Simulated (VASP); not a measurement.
# SiC with PBE: from relaxation to properties, part 6 of 6

What structure does SiC take at this level, and what are its properties? The start is a cell from a database of measured crystal structures.

VASP 6.6.1; PBE; plane waves and PAW (Si, C).

So far, gap on the k-mesh (eV): step 2 (full relaxation (PBE)) 1.78; step 6 (total and projected DOS (PBE)) 1.78; step 8 (volume scan with PBE, volume scale 0.94) 1.75; step 9 (volume scan with PBE, volume scale 0.96) 1.76.

## (13) Volume scan with PBE, volume scale 1.04

File INCAR:

```
SYSTEM = SiC
PREC = Accurate
ENCUT = 520
EDIFF = 1E-06
NELM = 100
ISMEAR = 0
SIGMA = 0.05
LREAL = .FALSE.
ALGO = Normal
GGA = PE
NBANDS = 48
LORBIT = 11
LWAVE = .FALSE.
LCHARG = .FALSE.
KPAR = 8
ISIF = 2
```

File POSCAR:

```
SiC
1.0
    3.1359191731      0.0000000000      0.0000000000
   -1.5679595865      2.7157856681      0.0000000000
    0.0000000000      0.0000000000     20.5088387993
Si C
8 8
Direct
    0.3333333333      0.6666666667      0.2501058413
    0.6666666667      0.3333333333      0.7501058413
    0.3333333333      0.6666666667      0.6250128476
    0.6666666667      0.3333333333      0.1250128476
    0.0000000000      0.0000000000      0.0000970167
    0.0000000000      0.0000000000      0.5000970167
    0.3333333333      0.6666666667      0.8751755169
    0.6666666667      0.3333333333      0.3751755169
    0.3333333333      0.6666666667      0.9688982207
    0.6666666667      0.3333333333      0.4688982207
    0.0000000000      0.0000000000      0.0938727303
    0.0000000000      0.0000000000      0.5938727303
    0.3333333333      0.6666666667      0.3441112040
    0.6666666667      0.3333333333      0.8441112040
    0.3333333333      0.6666666667      0.7187266224
    0.6666666667      0.3333333333      0.2187266224
```

File KPOINTS:

```
Automatic mesh
0
Gamma
8 8 2
0 0 0
```

The projector-augmented-wave data sets are Si and C (PBE family, release 64).

Started as:

```sh
> mpirun -np 8 vasp_std
```

Output:

```text
[... set-up lines as in an earlier step ...]
 entering main loop
       N       E                     dE             d eps       ncg     rms          rms(c)
DAV:   1     0.168000552030E+03    0.16800E+03   -0.28687E+04  1920   0.119E+03
DAV:   2    -0.116747015205E+03   -0.28475E+03   -0.26714E+03  2496   0.211E+02
DAV:   3    -0.133715480306E+03   -0.16968E+02   -0.16831E+02  2472   0.485E+01
DAV:   4    -0.134006372181E+03   -0.29089E+00   -0.29006E+00  2440   0.718E+00
[...]
DAV:  12    -0.120326475140E+03   -0.34707E-05   -0.20066E-05  2392   0.187E-02    0.103E-02
DAV:  13    -0.120326477369E+03   -0.22286E-05   -0.17253E-06  1704   0.563E-03    0.163E-03
DAV:  14    -0.120326478075E+03   -0.70566E-06   -0.31599E-07  1432   0.220E-03
   1 F= -.12032648E+03 E0= -.12032648E+03  d E =-.582528E-12
```

Elapsed: 26 s, on 8 MPI ranks of AMD EPYC 9R14 (Zen 4), shared host; peak memory 2.8 GiB.

OUTCAR, selected parts (step 13):

```text
  Total       -8.4232199     -8.4232199     -8.3837281     -0.0000000      0.0000000      0.0000000
  in kB      -77.2657989    -77.2657989    -76.9035421     -0.0000000      0.0000000      0.0000000
  external PRESSURE =     -77.1450466 kB  Pullay stress =       0.0000000 kB

 POSITION                                       TOTAL-FORCE (eV/Angst)
 -----------------------------------------------------------------------------------
     -0.00000      1.81052      5.12938        -0.000000      0.000000     -0.012718
      1.56796      0.90526     15.38380         0.000000     -0.000000     -0.012718
     -0.00000      1.81052     12.81829        -0.000000      0.000000     -0.004789
      1.56796      0.90526      2.56387        -0.000000      0.000000     -0.004789
      0.00000      0.00000      0.00199         0.000000     -0.000000     -0.004577
      0.00000      0.00000     10.25641        -0.000000      0.000000     -0.004577
     -0.00000      1.81052     17.94883         0.000000     -0.000000      0.002355
      1.56796      0.90526      7.69441        -0.000000      0.000000      0.002355
     -0.00000      1.81052     19.87098        -0.000000      0.000000      0.009624
      1.56796      0.90526      9.61656        -0.000000     -0.000000      0.009624
      0.00000      0.00000      1.92522        -0.000000     -0.000000     -0.002699
      0.00000      0.00000     12.17964         0.000000      0.000000     -0.002699
     -0.00000      1.81052      7.05732         0.000000      0.000000      0.006089
      1.56796      0.90526     17.31174        -0.000000      0.000000      0.006089
     -0.00000      1.81052     14.74025        -0.000000     -0.000000      0.006715
      1.56796      0.90526      4.48583         0.000000      0.000000      0.006715
 -----------------------------------------------------------------------------------
    total drift:                                0.000000      0.000000     -0.001421

  FREE ENERGIE OF THE ION-ELECTRON SYSTEM (eV)
  ---------------------------------------------------
  free  energy   TOTEN  =      -120.3264780746 eV

  energy  without entropy=     -120.3264780746  energy(sigma->0) =     -120.32647807

[... 1 part as in an earlier step ...]

[... 2 further parts left out ...]
[key lines of the parts left out:]
E-fermi :   7.7765
```

The pressure falls from -4.04 to -7.71 GPa.

The run ends at a pressure of -7.71 GPa, with forces up to 0.013 eV/Å.

## (14) Volume scan with PBE, volume scale 1.06

A prediction first. A least-squares parabola for the 6 pressures of evenly scaled cells so far, P = 0.00 -213.3 t +430 t² GPa with t = ln(V/V₁) and V₁ the volume at scale 1, gives -10.97 GPa at t = +0.0583.

INCAR is that of step 13.

Edit POSCAR of step 13 so:

```diff
@@ -2,5 +2,5 @@
 1.0
-    3.1359191731      0.0000000000      0.0000000000
-   -1.5679595865      2.7157856681      0.0000000000
-    0.0000000000      0.0000000000     20.5088387993
+    3.1558937191      0.0000000000      0.0000000000
+   -1.5779468595      2.7330841324      0.0000000000
+    0.0000000000      0.0000000000     20.6394718678
 Si C
```

KPOINTS is that of step 13.

Started as:

```sh
> mpirun -np 8 vasp_std
```

Output:

```text
[... set-up lines as in an earlier step ...]
 entering main loop
       N       E                     dE             d eps       ncg     rms          rms(c)
DAV:   1     0.167941500219E+03    0.16794E+03   -0.28594E+04  1920   0.119E+03
DAV:   2    -0.115569206599E+03   -0.28351E+03   -0.26627E+03  2472   0.209E+02
DAV:   3    -0.133106715611E+03   -0.17538E+02   -0.17391E+02  2464   0.488E+01
DAV:   4    -0.133421324012E+03   -0.31461E+00   -0.31374E+00  2424   0.737E+00
[...]
DAV:  12    -0.120130228540E+03   -0.37001E-05   -0.21555E-05  2408   0.195E-02    0.102E-02
DAV:  13    -0.120130230791E+03   -0.22505E-05   -0.15868E-06  1696   0.539E-03    0.143E-03
DAV:  14    -0.120130231605E+03   -0.81475E-06   -0.36205E-07  1456   0.223E-03
   1 F= -.12013023E+03 E0= -.12013023E+03  d E =-.394697E-17
```

The job ended after 27 s (8 MPI ranks; peak memory 2.8 GiB).

OUTCAR, selected parts (step 14):

```text
  Total      -12.2858388    -12.2858388    -12.2222011     -0.0000000      0.0000000     -0.0000000
  in kB     -110.5710533   -110.5710533   -109.9983217     -0.0000000      0.0000000     -0.0000000
  external PRESSURE =    -110.3801428 kB  Pullay stress =       0.0000000 kB

 POSITION                                       TOTAL-FORCE (eV/Angst)
 -----------------------------------------------------------------------------------
     -0.00000      1.82206      5.16205         0.000000     -0.000000     -0.017111
      1.57795      0.91103     15.48179        -0.000000      0.000000     -0.017111
     -0.00000      1.82206     12.89994         0.000000      0.000000     -0.003371
      1.57795      0.91103      2.58020         0.000000     -0.000000     -0.003371
      0.00000      0.00000      0.00200        -0.000000     -0.000000     -0.005258
      0.00000      0.00000     10.32174         0.000000      0.000000     -0.005258
     -0.00000      1.82206     18.06316        -0.000000      0.000000      0.003420
      1.57795      0.91103      7.74342         0.000000     -0.000000      0.003420
     -0.00000      1.82206     19.99755         0.000000     -0.000000      0.009491
      1.57795      0.91103      9.67781        -0.000000      0.000000      0.009491
      0.00000      0.00000      1.93748         0.000000     -0.000000     -0.002550
      0.00000      0.00000     12.25722        -0.000000      0.000000     -0.002550
     -0.00000      1.82206      7.10227         0.000000     -0.000000      0.008986
      1.57795      0.91103     17.42201        -0.000000      0.000000      0.008986
     -0.00000      1.82206     14.83414         0.000000      0.000000      0.006393
      1.57795      0.91103      4.51440         0.000000      0.000000      0.006393
 -----------------------------------------------------------------------------------
    total drift:                                0.000000      0.000001     -0.000920

  FREE ENERGIE OF THE ION-ELECTRON SYSTEM (eV)
  ---------------------------------------------------
  free  energy   TOTEN  =      -120.1302316055 eV

  energy  without entropy=     -120.1302316055  energy(sigma->0) =     -120.13023161

[... 1 part as in an earlier step ...]

[... 2 further parts left out ...]
[key lines of the parts left out:]
E-fermi :   7.6297
```

The pressure falls from -7.71 to -11.04 GPa. The parabola predicted -10.97 GPa, +0.07 GPa off.

## (15) Comparing the runs

Times are for 8 MPI ranks of AMD EPYC 9R14 (Zen 4), shared host. Results by setting:

| no. | volume scale | energy above the lowest point (meV/atom) | pressure (GPa) | gap on the k-mesh (eV) | time | memory (GiB) |
| --- | --- | --- | --- | --- | --- | --- |
| 1 | 0.94 | 27.96 | 14.85 | 1.746 | 25 s | 2.8 |
| 2 | 0.96 | 12.06 | 9.409 | 1.757 | 25 s | 2.8 |
| 3 | 0.98 | 2.95 | 4.476 | 1.766 | 25 s | 2.8 |
| 4 | 1 | 0 | 0.005872 | 1.775 | 26 s | 2.8 |
| 5 | 1.02 | 2.63 | -4.045 | 1.783 | 26 s | 2.8 |
| 6 | 1.04 | 10.31 | -7.715 | 1.790 | 26 s | 2.8 |
| 7 | 1.06 | 22.58 | -11.04 | 1.797 | 27 s | 2.8 |

## (16) Fit for PBE

This step: Birch-Murnaghan fit, PBE; plane waves and PAW (VASP 6.6.1).

Derived from the runs above.

This step gave:

* pressure derivative of the bulk modulus: 3.919
* r.m.s. error of the fit: 1.11e-6 eV/atom
* minimum inside the sampled range: yes
* bulk modulus: 212.4 GPa
* equilibrium volume of the fit: 10.50 Å³/atom

The energy above the fitted minimum by volume:

| volume (Å³/atom) | energy above the fitted minimum (eV/atom) |
| --- | --- |
| 9.867 | 0.0280 |
| 10.077 | 0.0121 |
| 10.287 | 0.00295 |
| 10.497 | -5.4e-7 |
| 10.707 | 0.00263 |
| 10.916 | 0.0103 |
| 11.126 | 0.0226 |

The fit over cells of fixed shape and fractional positions puts the volume +0.03 % from the relaxed one.

## (17) Bands along the symmetry lines (PBE) with a changed input

This step: PBE; plane waves and PAW (Si, C) (VASP 6.6.1).

The mesh alone shows little of the dispersion and can miss band extrema, so KPOINTS_OPT adds a path through the symmetry points after the self-consistent cycle. Some settings are moved from the usual, to see what they do.

File INCAR:

```
SYSTEM = SiC
PREC = Accurate
ENCUT = 520
EDIFF = 1E-06
NELM = 100
ISMEAR = 0
SIGMA = 0.05
LREAL = On
ALGO = Normal
GGA = PE
NBANDS = 68
LORBIT = 11
LWAVE = .FALSE.
LCHARG = .FALSE.
KPAR = 8
NELECT = 64.1
```

Edit POSCAR of step 14 so:

```diff
@@ -2,5 +2,5 @@
 1.0
-    3.1558937191      0.0000000000      0.0000000000
-   -1.5779468595      2.7330841324      0.0000000000
-    0.0000000000      0.0000000000     20.6394718678
+    3.0951883398      0.0000000000      0.0000000000
+   -1.5475941699      2.6805117318      0.0000000000
+    0.0000000000      0.0000000000     20.2424600926
 Si C
```

KPOINTS is that of step 14.

File KPOINTS_OPT:

```
Line mode
12
Line-mode
Reciprocal
  0.00000000   0.00000000   0.00000000 GAMMA
  0.50000000   0.00000000   0.00000000 M

  0.50000000   0.00000000   0.00000000 M
  0.33333333   0.33333333   0.00000000 K

  0.33333333   0.33333333   0.00000000 K
  0.00000000   0.00000000   0.00000000 GAMMA

  0.00000000   0.00000000   0.00000000 GAMMA
  0.00000000   0.00000000   0.50000000 A

  0.00000000   0.00000000   0.50000000 A
  0.50000000   0.00000000   0.50000000 L

  0.50000000   0.00000000   0.50000000 L
  0.33333333   0.33333333   0.50000000 H

  0.33333333   0.33333333   0.50000000 H
  0.00000000   0.00000000   0.50000000 A

  0.50000000   0.00000000   0.50000000 L
  0.50000000   0.00000000   0.00000000 M

  0.33333333   0.33333333   0.00000000 K
  0.33333333   0.33333333   0.50000000 H
```

Started as:

```sh
> mpirun -np 8 vasp_std
```

Output:

```text
[... set-up lines as in an earlier step ...]
 entering main loop
       N       E                     dE             d eps       ncg     rms          rms(c)
DAV:   1     0.132161793033E+03    0.13216E+03   -0.27515E+04  2720   0.845E+02
DAV:   2    -0.119859408174E+03   -0.25202E+03   -0.23501E+03  3328   0.172E+02
DAV:   3    -0.133842389819E+03   -0.13983E+02   -0.13807E+02  3488   0.347E+01
DAV:   4    -0.133982865559E+03   -0.14048E+00   -0.14029E+00  3368   0.404E+00
DAV:   5    -0.133984217920E+03   -0.13524E-02   -0.13519E-02  3400   0.393E-01BRMIX: very serious problems
 the old and the new charge density differ
 old charge density:    64.00000 new   64.10000
BRMIX: very serious problems
 the old and the new charge density differ
 old charge density:    64.00000 new   64.10000
BRMIX: very serious problems
 the old and the new charge density differ
 old charge density:    64.00000 new   64.10000
BRMIX: very serious problems
 the old and the new charge density differ
 old charge density:    64.00000 new   64.10000
BRMIX: very serious problems
 the old and the new charge density differ
 old charge density:    64.00000 new   64.10000
BRMIX: very serious problems
 the old and the new charge density differ
 old charge density:    64.00000 new   64.10000
BRMIX: very serious problems
 the old and the new charge density differ
 old charge density:    64.00000 new   64.10000
BRMIX: very serious problems
 the old and the new charge density differ
 old charge density:    64.00000 new   64.10000
    0.246E+01
DAV:   6    -0.119697300692E+03    0.14287E+02   -0.21933E+01  3228   0.147E+01    0.112E+01
DAV:   7    -0.119521421219E+03    0.17588E+00   -0.48921E+00  3400   0.623E+00    0.478E+00
DAV:   8    -0.119449822511E+03    0.71599E-01   -0.20122E-01  3232   0.136E+00    0.176E+00
DAV:   9    -0.119440216453E+03    0.96061E-02   -0.36583E-02  3232   0.668E-01    0.220E-01
DAV:  10    -0.119441306284E+03   -0.10898E-02   -0.37208E-03  3428   0.169E-01    0.116E-01
DAV:  11    -0.119441579773E+03   -0.27349E-03   -0.41241E-04  3048   0.715E-02    0.392E-02
DAV:  12    -0.119441578176E+03    0.15968E-05   -0.29891E-05  3180   0.172E-02    0.166E-02
DAV:  13    -0.119441580820E+03   -0.26438E-05   -0.34743E-06  3248   0.592E-03    0.401E-03
DAV:  14    -0.119441580833E+03   -0.13209E-07   -0.91647E-07  1916   0.282E-03
   1 F= -.11944158E+03 E0= -.11944085E+03  d E =-.145825E-02
 Start KPOINTS_OPT (optional k-point list driver)
k-point batch [1-20\108]
       N       E                     dE             ncg
DAV:   1     0.776484349795E+04   -0.25821E+05     2720
DAV:   2     0.307665376350E+04   -0.46882E+04     3292
DAV:   3     0.282246257314E+04   -0.25419E+03     3400
DAV:   4     0.281999234808E+04   -0.24702E+01     3384
DAV:   5     0.281996748273E+04   -0.24865E-01     3360
DAV:   6     0.281996713051E+04   -0.35222E-03     3448
DAV:   7     0.281996712479E+04   -0.57249E-05     3088
DAV:   8     0.281996712459E+04   -0.20056E-06     2672
[...]
k-point batch [101-108\108]
       N       E                     dE             ncg
DAV:   1     0.337670085823E+05   -0.19323E+05     1088
DAV:   2     0.320879835678E+05   -0.16790E+04     1288
DAV:   3     0.320111095713E+05   -0.76874E+02     1480
DAV:   4     0.320103979324E+05   -0.71164E+00     1440
DAV:   5     0.320103913552E+05   -0.65772E-02     1400
DAV:   6     0.320103912757E+05   -0.79467E-04     1472
DAV:   7     0.320103912747E+05   -0.98736E-06     1168
```

Wall time 2.5 min (8 MPI ranks); peak memory 3.9 GiB.

Parts of OUTCAR (step 17):

```text
NELECT = 64.1

 ion  position               nearest neighbor table
   1  0.333  0.667  0.250-  16 1.90  16 1.90  16 1.90  13 1.90   8 3.10   8 3.10   8 3.10   4 3.10
                             4 3.10   4 3.10
   2  0.667  0.333  0.750-  15 1.90  15 1.90  15 1.90  14 1.90   7 3.10   7 3.10   7 3.10   3 3.10
                             3 3.10   3 3.10
   3  0.333  0.667  0.625-  12 1.89  12 1.89  12 1.89  15 1.90   6 3.10   6 3.10   6 3.10   2 3.10
                             2 3.10   2 3.10
   4  0.667  0.333  0.125-  11 1.89  11 1.89  11 1.89  16 1.90   5 3.10   5 3.10   5 3.10   1 3.10
                             1 3.10   1 3.10
   5  0.000  0.000  0.000-   9 1.90   9 1.90   9 1.90  11 1.90   4 3.10   4 3.10   4 3.10   7 3.10
                             7 3.10   7 3.10
   6  0.000  0.000  0.500-  10 1.90  10 1.90  10 1.90  12 1.90   3 3.10   3 3.10   3 3.10   8 3.10
                             8 3.10   8 3.10
   7  0.333  0.667  0.875-  14 1.89  14 1.89  14 1.89   9 1.90   5 3.10   5 3.10   5 3.10   2 3.10
                             2 3.10   2 3.10
   8  0.667  0.333  0.375-  13 1.89  13 1.89  13 1.89  10 1.90   6 3.10   6 3.10   6 3.10   1 3.10
                             1 3.10   1 3.10
   9  0.333  0.667  0.969-   5 1.90   5 1.90   5 1.90   7 1.90
  10  0.667  0.333  0.469-   6 1.90   6 1.90   6 1.90   8 1.90
  11  0.000  0.000  0.094-   4 1.89   4 1.89   4 1.89   5 1.90
  12  0.000  0.000  0.594-   3 1.89   3 1.89   3 1.89   6 1.90
  13  0.333  0.667  0.344-   8 1.89   8 1.89   8 1.89   1 1.90
  14  0.667  0.333  0.844-   7 1.89   7 1.89   7 1.89   2 1.90
  15  0.333  0.667  0.719-   2 1.90   2 1.90   2 1.90   3 1.90
  16  0.667  0.333  0.219-   1 1.90   1 1.90   1 1.90   4 1.90

 E-fermi :   9.8754

 k-point     1 :       0.0000    0.0000    0.0000
  band No.  band energies     occupation
    ...
     28       7.7863      2.00000
     29       7.7863      2.00000
     30       7.9450      2.00000
     31       7.9733      2.00000
     32       7.9733      2.00000
     33      13.0517      0.00000
     34      13.1117      0.00000
     35      13.4616      0.00000
     36      13.7210      0.00000
     37      13.9149      0.00000
    ...

  Total        1.1998450      1.1998450      1.0838421      0.0000000      0.0000000      0.0000000
  in kB       11.4463666     11.4463666     10.3397140      0.0000000      0.0000000      0.0000000
  external PRESSURE =      11.0774824 kB  Pullay stress =       0.0000000 kB

 POSITION                                       TOTAL-FORCE (eV/Angst)
 -----------------------------------------------------------------------------------
     -0.00000      1.78701      5.06276         0.000000     -0.000000     -0.030756
      1.54759      0.89350     15.18399        -0.000000      0.000000     -0.030756
     -0.00000      1.78701     12.65180         0.000000      0.000000     -0.050019
      1.54759      0.89350      2.53057         0.000000     -0.000000     -0.050019
      0.00000      0.00000      0.00196        -0.000000      0.000000      0.028605
      0.00000      0.00000     10.12319         0.000000      0.000000      0.028605
     -0.00000      1.78701     17.71571         0.000000      0.000000      0.061385
      1.54759      0.89350      7.59448        -0.000000      0.000000      0.061385
     -0.00000      1.78701     19.61288        -0.000000      0.000000     -0.026916
      1.54759      0.89350      9.49165         0.000000     -0.000000     -0.026916
      0.00000      0.00000      1.90021         0.000000     -0.000000     -0.004044
      0.00000      0.00000     12.02145         0.000000      0.000000     -0.004044
     -0.00000      1.78701      6.96566         0.000000      0.000000     -0.013187
      1.54759      0.89350     17.08689         0.000000      0.000000     -0.013187
     -0.00000      1.78701     14.54879        -0.000000     -0.000000      0.034933
      1.54759      0.89350      4.42756         0.000000      0.000000      0.034933
 -----------------------------------------------------------------------------------
    total drift:                               -0.000000     -0.000000     -0.003375

  FREE ENERGIE OF THE ION-ELECTRON SYSTEM (eV)
  ---------------------------------------------------
  free  energy   TOTEN  =      -119.4415808332 eV

  energy  without entropy=     -119.4401225879  energy(sigma->0) =     -119.44085171

[... 8 parts as in an earlier step ...]

[... 8 further parts left out ...]
```

The run converged; its settings lie outside those of the reference runs, so its numbers are set aside.

Settings moved from the usual: LREAL = On and NELECT = 64.1.

NELECT differs from the neutral count, so the cell is charged against a uniform background: another system, not a numerical setting.

## (18) Results

```json
{
 "relaxed volume": "10.50 Å³/atom",
 "relaxed conventional cell a, b, c": "3.095, 3.095, 20.242 Å; angles 90.0, 90.0, 120.0°",
 "space group after relaxing, within 0.02 Å": "P6_3mc (No. 186)",
 "band gap": "1.78 eV, indirect (least direct gap of that run 2.86 eV)",
 "gap among the points of the DOS mesh alone, an upper bound": "1.78 eV",
 "largest field gradient Vzz": "2.11 V/Å² on C13",
 "bulk modulus from the fit": "212 GPa",
 "volume from the fit": "10.5 Å³/atom"
}
```

In words: With PBE, SiC relaxes to 10.50 Å³/atom in space group P6_3mc (held by the symmetry of the run), has an indirect gap of 1.78 eV and has a bulk modulus of 212 GPa. Against the listed cell the volume lies +1.5 % (a +0.5 %, c +0.5 %). Band structure (PBE): On this path the gap is indirect, 1.77 eV, with the valence top at Γ and the conduction bottom at M. The least direct gap is 2.86 eV. Semilocal functionals usually underestimate gaps. No search among competing phases was made, and a listed structure need not be the one stable at ambient conditions. All values are for a static lattice at zero temperature.

[Lines on the potential files, build, host, timing and source positions are cut from VASP's logs without a mark.]

[Logs are printed without paths, hosts, clocks, repeated set-up lines and the standing remarks that a program may print on its own settings, such as how far it seeks lower states.]

[Hosts, paths, dates, database ids (printed as entryN), source tags and the programs' standing remarks are cut or masked in the printed files.]

[A measured line is paired with the nearest computed mode of its activity, which favours agreement.]

[In band tables of VASP the shares of atoms and orbitals are scaled to a sum of 1 inside the atoms' spheres.]
